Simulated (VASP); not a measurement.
Data:

```
AgO
1.0
    2.36392    -2.37756     0.00000
    2.36392     2.37756     0.00000
    0.00000     0.00000     5.65396
Ag O
2 2
Direct
  0.50000   0.00000   0.50000
  0.00000   0.50000   0.00000
  0.00000   0.00000   0.25000
  0.00000   0.00000   0.75000
```

These are PBEsol GGA, VASP's PBE PAW potentials (set 64) (plane waves; VASP) values and carry that method's errors. Numerical set-up: 400 eV cut-off, 9×9×6 Γ-centred mesh, Fermi-Dirac smearing of 0.10 eV, potentials Ag O.

At this cut-off the stress carries a Pulay error, which pulls relaxed volumes low.

Question: What does the run give for the energy per atom (σ→0), pressure, band gap (on the k-mesh) with the smallest direct gap where there is one?

Answer: 
| Quantity | Result |
|---|---|
| band gap (on the k-mesh) | none (metal, semimetal or under 0.01 eV) |
| energy per atom (σ→0) | -4.333 eV/atom |
| pressure | -141.0 kbar |

The structure comes from a computed database's AgO entry (Cccm); how it stands against other phases isn't given here. The cell was not relaxed at this level.
